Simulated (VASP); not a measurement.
Output of a VASP run:

OSZICAR:
```
       N       E                     dE             d eps       ncg     rms          rms(c)
DAV:   1     0.519136143232E+02    0.51914E+02   -0.47852E+03  1008   0.877E+02
DAV:   2    -0.375182030664E+01   -0.55665E+02   -0.54991E+02  1110   0.198E+02
DAV:   3    -0.509802474610E+01   -0.13462E+01   -0.13287E+01  1436   0.286E+01
DAV:   4    -0.512873488135E+01   -0.30710E-01   -0.30469E-01  1378   0.364E+00
DAV:   5    -0.512992292050E+01   -0.11880E-02   -0.11851E-02  1481   0.421E-01    0.369E+00
DAV:   6    -0.508135642010E+01    0.48567E-01   -0.48353E-02  1183   0.242E+00    0.201E+00
DAV:   7    -0.505876285318E+01    0.22594E-01   -0.69837E-02  1499   0.262E+00    0.185E-01
DAV:   8    -0.505879131549E+01   -0.28462E-04   -0.11665E-03  1134   0.362E-01    0.119E-01
DAV:   9    -0.505872873519E+01    0.62580E-04   -0.21044E-04  1531   0.534E-02    0.215E-02
DAV:  10    -0.505873110935E+01   -0.23742E-05   -0.60369E-06  1095   0.319E-02    0.336E-03
DAV:  11    -0.505873112470E+01   -0.15358E-07   -0.21014E-07   603   0.548E-03
   1 F= -.50587311E+01 E0= -.50582995E+01  d E =-.505873E+01
       N       E                     dE             d eps       ncg     rms          rms(c)
DAV:   1    -0.507454893530E+01   -0.15818E-01   -0.45027E-01  1116   0.657E+00    0.678E-01
DAV:   2    -0.506150609449E+01    0.13043E-01   -0.31123E-02  1130   0.186E+00    0.290E-01
DAV:   3    -0.505866537188E+01    0.28407E-02   -0.21240E-02  1482   0.117E+00    0.138E-01
DAV:   4    -0.505880935874E+01   -0.14399E-03   -0.39185E-04  1054   0.202E-01    0.106E-01
DAV:   5    -0.505931072020E+01   -0.50136E-03   -0.51957E-04  1584   0.182E-01    0.305E-02
DAV:   6    -0.505935338471E+01   -0.42665E-04   -0.55524E-05  1685   0.536E-02    0.134E-02
DAV:   7    -0.505935665993E+01   -0.32752E-05   -0.28941E-06   944   0.220E-02    0.234E-03
DAV:   8    -0.505935749650E+01   -0.83657E-06   -0.13017E-07   535   0.414E-03
   2 F= -.50593575E+01 E0= -.50589505E+01  d E =-.626372E-03
```

### OUTCAR
```
------------------------ aborting loop because EDIFF is reached ----------------------------------------
  FORCE on cell =-STRESS in cart. coord.  units (eV):
  Direction    XX          YY          ZZ          XY          YZ          ZX
  --------------------------------------------------------------------------------------
  Total       -0.0015630     -0.0015630     -0.0015630      0.0000000     -0.0000000      0.0000000
  in kB       -0.0735671     -0.0735671     -0.0735671      0.0000000     -0.0000000      0.0000000
  external PRESSURE =      -0.0735671 kB  Pullay stress =       0.0000000 kB
  volume of cell :       34.04
      direct lattice vectors                 reciprocal lattice vectors
    -2.041636446  2.041636446  2.041636446     0.000000000  0.244901584  0.244901584
     2.041636446 -2.041636446  2.041636446     0.244901584  0.000000000  0.244901584
     2.041636446  2.041636446 -2.041636446     0.244901584  0.244901584  0.000000000
 POSITION                                       TOTAL-FORCE (eV/Angst)
 -----------------------------------------------------------------------------------
      0.00000      0.00000      0.00000         0.000000     -0.000000      0.000000
 -----------------------------------------------------------------------------------
    total drift:                                0.000000      0.000000      0.000000
  FREE ENERGIE OF THE ION-ELECTRON SYSTEM (eV)
  ---------------------------------------------------
  free  energy   TOTEN  =        -5.0593574965 eV

  energy  without entropy=       -5.0581365496  energy(sigma->0) =       -5.05895051

 reached required accuracy - stopping structural energy minimisation
```
(Selected blocks of OUTCAR.)

**POSCAR**
```
Pr
1
   -2.0507830000     2.0507830000     2.0507830000
    2.0507830000    -2.0507830000     2.0507830000
    2.0507830000     2.0507830000    -2.0507830000
Pr
1
Direct
  0.0000000000   0.0000000000   0.0000000000
```

Write an INCAR and KPOINTS that could have produced this output.

Several could match; the one computed here: the input of the run itself, PBEsol GGA, plane waves, VASP's PBE PAW potentials (set 64).

**INCAR**
```
SYSTEM=Pr
PREC=Accurate; ENCUT=400; LREAL=F
LASPH=T
EDIFF=1E-6; NELM=100; ALGO=Normal
LMAXMIX=6
ISMEAR=1; SIGMA=0.1
GGA=PS
IBRION=2; NSW=60; ISIF=3
EDIFFG=-0.01
LWAVE=F; LCHARG=F
```

**KPOINTS**
```
Regular mesh
0
gamma
11 11 11
```

POTCAR, in this order: Pr_3 (PBE.64 set). Program: vasp_std.

The 4f electrons are frozen in the core of the lanthanide potential, so 4f levels, which can set the real gap, and their magnetism are missing.

The structure was generated: Pr was put into the bcc type (Im-3m), which need not be its known phase. This run relaxes it. Symmetry was kept, so distortions that lower it aren't found.
